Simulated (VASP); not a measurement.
Here is the system:

```
MgB2
1.0
    1.57590    -2.72954     0.00000
    1.57590     2.72954     0.00000
    0.00000     0.00000     3.59040
Mg B
1 2
Cartesian
  0.00000   0.00000   0.00000
  1.57590   0.90985   1.79520
  1.57590  -0.90985   1.79520
```
Cell charge +0.1.

These are PBE GGA, VASP's PBE PAW potentials (set 64) (plane waves; VASP) values and carry that method's errors. Numerical set-up: NELECT = 7.9, 520 eV cut-off, 10×10×8 Γ-centred mesh, Gaussian smearing of 0.050 eV, potentials Mg B.

The cell is charged, with a uniform compensating background.

Give the stress tensor in GPa (positive for a compressed cell).

```
-14.71    0.00    0.00
  0.00  -14.71    0.00
  0.00    0.00   -9.70
```
The pressure is its mean diagonal, -13.04 GPa.

The compound is MgB2 in the AlB2 type structure. The cell was not relaxed at this level. The run is one of a series of settings (ISMEAR = 0, NELECT = 7.9, SIGMA = 0.05 against the base run), some of them coarse on purpose.
